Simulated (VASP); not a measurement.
# CaZr2N2 (I4/mmm) in VASP: relaxation of cell and atoms with PBE

Aim: the relaxation of cell and atoms of CaZr2N2 with PBE.

Program: VASP 6.6.1. These are calculated values, not measurements. Logs are shortened: lines on timing, memory, paths and dates and some standing lists are left out, and cuts for length are marked.

**1. The crystal as given**

Symmetry: I4/mmm, No. 139, tetragonal system. The conventional cell has a = 4.907 Å, b = 4.907 Å, c = 6.390 Å, α = 90.00°, β = 90.00°, γ = 90.00°. Ca (site symmetry 4/mmm) has 4 N at 2.45 Å as nearest neighbours. Zr (site symmetry -4m2) has 2 N at 1.60 Å as nearest neighbours. N (site symmetry mmm) is surrounded by 2 Zr at 1.60 Å.

The cell was built by a generator and needn't be a form met in nature.

**2. Relaxation of cell and atoms, PBE**

File INCAR:

```
PREC = Normal
ENCUT = 520
EDIFF = 1E-4
ISMEAR = 0
SIGMA = 0.15
LREAL = False
LASPH = True
NELM = 60
ALGO = Fast
ISIF = 3
LWAVE = False
LCHARG = False
GGA = PE
IBRION = 2
NSW = 24
EDIFFG = -0.08
```

File KPOINTS:

```
regular mesh
0
Gamma
  4 4 4
```

File POSCAR:

```
CaZr2N2
1.0
   -2.4533593100      2.4533593100      3.1951153100
    2.4533593100     -2.4533593100      3.1951153100
    2.4533593100      2.4533593100     -3.1951153100
Ca Zr N
1 2 2
Direct
    0.5000000000      0.5000000000      0.0000000000
    0.7500000000      0.2500000000      0.5000000000
    0.2500000000      0.7500000000      0.5000000000
    0.5000000000      0.0000000000      0.5000000000
    0.0000000000      0.5000000000      0.5000000000
```

Potentials or basis: VASP PAW PBE potentials, release 64 (Ca_sv, Zr_sv, N).

Run with:

```bash
$ cat potpaw_PBE.64/Ca_sv/POTCAR potpaw_PBE.64/Zr_sv/POTCAR potpaw_PBE.64/N/POTCAR > POTCAR
$ mpirun -np 1 vasp_std > vasp.out
```

OUTCAR:

```text
PREC = Normal
   ENCUT = 520
   EDIFF = 1E-4
   ISMEAR = 0
   LREAL = False
   LASPH = True
   NELM = 60
   ISIF = 3
   GGA = PE
   IBRION = 2
   NSW = 24
   EDIFFG = -0.08

 ion  position               nearest neighbor table
   1  0.500  0.500  0.000-   4 2.45   5 2.45   4 2.45   5 2.45   2 2.93   3 2.93   2 2.93   3 2.93
                             3 2.93   3 2.93   2 2.93   2 2.93
   2  0.750  0.250  0.500-   4 1.60   5 1.60   1 2.93   1 2.93   1 2.93   1 2.93   3 3.20   3 3.20
                             3 3.47   3 3.47   3 3.47   3 3.47
   3  0.250  0.750  0.500-   4 1.60   5 1.60   1 2.93   1 2.93   1 2.93   1 2.93   2 3.20   2 3.20
                             2 3.47   2 3.47   2 3.47   2 3.47
   4  0.500  0.000  0.500-   2 1.60   3 1.60   1 2.45   1 2.45
   5  0.000  0.500  0.500-   2 1.60   3 1.60   1 2.45   1 2.45

  LATTYP: Found a body centered tetragonal cell.
 ALAT       =     4.9067186200
 C/A-ratio  =     1.3023429943

  Lattice vectors:

 A1 = (  -2.4533593100,   2.4533593100,   3.1951153100)
 A2 = (   2.4533593100,  -2.4533593100,   3.1951153100)
 A3 = (   2.4533593100,   2.4533593100,  -3.1951153100)

Analysis of symmetry for initial positions (statically):
=====================================================================
 Subroutine PRICEL returns:
 Original cell was already a primitive cell.

 Routine SETGRP: Setting up the symmetry group for a
 body centered tetragonal supercell.

 Subroutine GETGRP returns: Found 16 space group operations
 (whereof 16 operations were pure point group operations)
 out of a pool of 16 trial point group operations.

The static configuration has the point symmetry D_4h.

Analysis of symmetry for dynamics (positions and initial velocities):
=====================================================================
 Subroutine PRICEL returns:
 Original cell was already a primitive cell.

 Routine SETGRP: Setting up the symmetry group for a
 body centered tetragonal supercell.

 Subroutine GETGRP returns: Found 16 space group operations
 (whereof 16 operations were pure point group operations)
 out of a pool of 16 trial point group operations.

The dynamic configuration has the point symmetry D_4h.

 Subroutine INISYM returns: Found 16 space group operations
 (whereof 16 operations are pure point group operations),
 and found     1 'primitive' translations

----------------------------------------------------------------------------------------

                                     Primitive cell

  volume of cell :      76.9252

  direct lattice vectors                    reciprocal lattice vectors
    -2.453359310  2.453359310  3.195115310     0.000000000  0.203802190  0.156488875
     2.453359310 -2.453359310  3.195115310     0.203802190  0.000000000  0.156488875
     2.453359310  2.453359310 -3.195115310     0.203802190  0.203802190  0.000000000

  length of vectors
[... 89 lines left out ...]
   EMIN   =  10.00;   EMAX   =-10.00  energy-range for DOS
   EFERMI =   0.00;   METHOD = LEGACY
   ISMEAR =     0;   SIGMA  =   0.15  broadening in eV -4-tet -1-fermi 0-gaus
   EFERMI_NEDOS =   21; number of points for ismear=-14 and -15
   IALGO  =     68    algorithm
   IMIX   =      4    mixing-type and parameters
     AMIX     =   0.40;   BMIX     =  1.00
     AMIX_MAG =   1.60;   BMIX_MAG =  1.00
  volume/ion in A,a.u.               =      15.39       103.82
  Fermi-wavevector in a.u.,A,eV,Ry     =   1.358948  2.568039 25.126411  1.846739
  Thomas-Fermi vector in A             =   2.485738
   LORBIT       =      0    0 simple, 1 ext, 2 COOP (PROOUT), +10 PAW based schemes
   GGA     = PE    functional components
   LHFCALC =     F    Hartree Fock is set to
   AEXX    =    0.0000 exact exchange contribution
   IVDW    =     0    specifies the selected vdW correction
   LEPSILON=     F    determine dielectric tensor
   LRPA    =     F    only Hartree local field effects (RPA)
 conjugate gradient relaxation of ions
 non-spin polarized calculation
 RMM-DIIS sequential band-by-band and
 Gauss-broadening in eV      SIGMA  =   0.15
  energy-cutoff  :      520.00
  volume of cell :       76.93
 maximum number of plane-waves:      2084
   NGX = 17   NGY = 17   NGZ = 17

--------------------------------------- Ionic step        1  -------------------------------------------

 number of electron      44.0000013 magnetization

 Free energy of the ion-electron system (eV)
  ---------------------------------------------------
  ext. energy  EPLUGINS =         0.00000000
  ---------------------------------------------------
  free energy    TOTEN  =       -20.71531196 eV

  energy without entropy =      -20.66149584  energy(sigma->0) =      -20.68840390

 E-fermi :   8.0089     XC(G=0): -10.8762

 val. band max:        7.9261694665   @ k =   0.5000   0.2500   0.0000
 cond. band min:       8.0277189787   @ k =  -0.2500   0.2500   0.2500
 fundamental gap:      0.1015495123
 Fermi energy:         8.0089196736
[... 413 lines left out ...]
--------------------------------------- Ionic step        2  -------------------------------------------

 number of electron      43.9999950 magnetization

------------------------ aborting loop EDIFF was not reached (unconverged)  ----------------------------

  FORCE on cell =-STRESS in cart. coord.  units (eV):
  Direction    XX          YY          ZZ          XY          YZ          ZX
  --------------------------------------------------------------------------------------
  -------------------------------------------------------------------------------------
  Total        6.0491435      6.0491435    -95.6138341      0.0000000      0.0000000      0.0000000
  in kB       48.5481293     48.5481293   -767.3603371      0.0000000      0.0000000      0.0000000
  external PRESSURE =    -223.4213595 kB  Pullay stress =       0.0000000 kB
[... 446 lines left out ...]
     25       6.6633      0.00000
     26       6.9364      0.00000

[... ionic steps 4 to 8 ...]

--------------------------------------- Ionic step        9  -------------------------------------------

 number of electron      44.0000012 magnetization

------------------------ aborting loop because EDIFF is reached ----------------------------------------
[... 73 lines left out ...]
--------------------------------------- Ionic step       11  -------------------------------------------

 number of electron      44.0000015 magnetization

 Free energy of the ion-electron system (eV)
  ---------------------------------------------------
  ext. energy  EPLUGINS =         0.00000000
  ---------------------------------------------------
  free energy    TOTEN  =       -36.16124419 eV

  energy without entropy =      -36.12100844  energy(sigma->0) =      -36.14112631

 E-fermi :   4.2916     XC(G=0):  -9.6405

 val. band max:        4.2808553668   @ k =   0.5000   0.5000   0.2500
 cond. band min:       4.2997386361   @ k =  -0.2500   0.5000   0.2500
 fundamental gap:      0.0188832693
 Fermi energy:         4.2915597082
[... 407 lines left out ...]
  FREE ENERGIE OF THE ION-ELECTRON SYSTEM (eV)
  ---------------------------------------------------
  free  energy   TOTEN  =       -36.1612441864 eV

  energy  without entropy=      -36.1210084386  energy(sigma->0) =      -36.14112631

 reached required accuracy - stopping structural energy minimisation
```

Run time: 3.4 min. Hardware: 1 thread of Intel Xeon Platinum 8488C (Sapphire Rapids), shared host; peak memory 0.17 GiB.

Results:

```
Free energy                            : -36.1612 eV
Relaxed volume                         : 20.94 Å³/atom
Relaxed cell                           : a = 5.465 Å, b = 5.465 Å, c = 5.465 Å, α = 125.34°, β = 125.34°, γ = 80.98°
Space group after relaxing (to 0.05 Å) : I4/mmm (No. 139)
Energy gained by relaxing              : 3089.2 meV/atom
Ionic steps                            : 11
Pressure after relaxing                : 0.0 GPa
Band gap on the k mesh                 : none (metal or under the smearing width)
```

Step by step:
```tsv
step	energy change (eV)	largest force (eV/Å)	pressure (GPa)	volume (Å³)
1	0.0000	0.0000	100.53	76.93
2	72.5860	0.0000	-22.34	199.63
3	-6.8661	0.0000	-24.49	144.14
4	-11.8954	0.0000	-20.07	125.41
5	-15.2602	0.0000	6.90	100.49
6	-15.3872	0.0000	-3.33	106.02
7	-15.4439	0.0000	-0.11	104.03
8	-15.4436	0.0000	0.80	103.47
9	-15.4449	0.0000	0.59	104.01
10	-15.4451	0.0000	0.57	104.38
11	-15.4459	0.0000	0.00	104.68
```

Final structure:
```yaml
crystal:
  lattice:
    - [-2.50927, 2.50927, 4.15644]
    - [2.50927, -2.50927, 4.15644]
    - [2.50927, 2.50927, -4.15644]
  atoms:
    - { symbol: Ca, position: [0.50000, 0.50000, 0.00000] }
    - { symbol: Zr, position: [0.75000, 0.25000, 0.50000] }
    - { symbol: Zr, position: [0.25000, 0.75000, 0.50000] }
    - { symbol: N, position: [0.50000, 0.00000, 0.50000] }
    - { symbol: N, position: [0.00000, 0.50000, 0.50000] }
```

Caveat: the k mesh is coarse (spacing up to 0.45 Å⁻¹), so the values aren't converged; the volume moved by over 15 % at a fixed basis, so the end points are rough; the relaxation stopped at a loose force limit of 0.08 eV/Å, so its end isn't a converged minimum.
